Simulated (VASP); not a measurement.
Input:

```
CELL_PARAMETERS angstrom
     -1.31245     1.31245     1.31245
      1.31245    -1.31245     1.31245
      1.31245     1.31245    -1.31245
ATOMIC_POSITIONS crystal
  F  0.00000 0.00000 0.00000
```

Method: PBEsol GGA, VASP's PBE PAW potentials (set 64) (plane waves; VASP). Run with 520 eV cut-off, 22×22×22 Γ-centred mesh, tetrahedra with Blöchl corrections, potentials F.

**Question.** Predict the energy per atom (σ→0), band gap (on the k-mesh) with the smallest direct gap where there is one.

**Answer.** 
```yaml
band gap (on the k-mesh): none (metal, semimetal or under 0.01 eV)
energy per atom (σ→0): -0.968 eV/atom
```

The absolute energy has meaning only against runs of the same code, potentials and settings.

The structure was generated: F was put into the bcc type (Im-3m), which need not be its known phase. It was relaxed first, which changed the volume by -10 %.
